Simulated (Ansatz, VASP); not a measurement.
# Two plane-wave programs on Cs3Pt

```
Cs Pt
1.0
     5.77765    0.00000    0.00000
     0.00000    5.77765    0.00000
     0.00000    0.00000    5.77765
Cs Pt
3 1
Direct
  0.02596 0.00000 0.50000
  0.00000 0.50000 0.00000
  0.50000 0.00000 0.00000
  0.50000 0.50000 0.50000
```

Change from the starting cell: one atom moved.

Alike in both runs: task single point; functional PBEsol; k mesh 6 × 6 × 6; occupations gaussian, width 0.1 eV; no spin polarisation.

|  | VASP | Ansatz |
| --- | --- | --- |
| version | VASP 6.6.1 | Ansatz 0.2.0 |
| potentials or method | VASP PAW PBE potentials, release 64 (Cs_sv, Pt) | scalar-relativistic, plane waves, PAW |
| plane-wave cutoff (eV) | 520 | 420 |
| valence electrons in the cell | 37 | 45 |

```tsv
	VASP	Ansatz	Ansatz less VASP
gap on the k mesh at the Fermi level (eV)	none	none	-
pressure (GPa)	-1.4	-1.4	-0.03
rms of the force components (eV/Å)	0.033	0.033	-0.0003
```

Atom by atom the forces differ by 0.001 eV/Å (rms over components). A gap of «none» marks a metal or a gap that the smearing closes. The two sets of potentials don't hold the same shells in valence.

Caveats: the PAW data sets were made with another functional, which shifts forces and pressure a little (VASP). Spin-orbit coupling is left out, which matters for the levels of Cs, Pt.
